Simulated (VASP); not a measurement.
Data:

```xyz
2
Lattice="1.4900 -2.5808 0.0000 1.4900 2.5808 0.0000 0.0000 0.0000 5.6200" Properties=species:S:1:pos:R:3 pbc="T T T"
Cd     1.4900     0.8603     1.4050
Cd     1.4900    -0.8603     4.2150
```

Calculation: AM05 GGA, VASP's PBE PAW potentials (set 64) (plane waves; VASP). Settings: 520 eV cut-off, 13×13×6 Γ-centred mesh, first-order Methfessel-Paxton smearing of 0.10 eV, potentials Cd.

Energy and stress use the plane-wave basis of the starting cell.

Problem. The ions, cell shape and volume are relaxed. Predict the relaxed structure.

Solution. 
```xyz
2
Lattice="1.4876 -2.5767 0.0000 1.4876 2.5767 0.0000 0.0000 0.0000 5.5052" Properties=species:S:1:pos:R:3 pbc="T T T"
Cd     1.4876     0.8589     1.3763
Cd     1.4876    -0.8589     4.1289
```
Space group P6_3/mmc (194), at a tolerance of 0.03 Å.

Problem. How do energy and volume change from the first to the last step?

Solution. The energy (σ→0) changes by -3.0 meV/atom and the volume by -2.4 %, in 9 ionic steps.

The compound is Cd in the hcp structure. This run relaxes it. Symmetry was kept, so distortions that lower it aren't found.
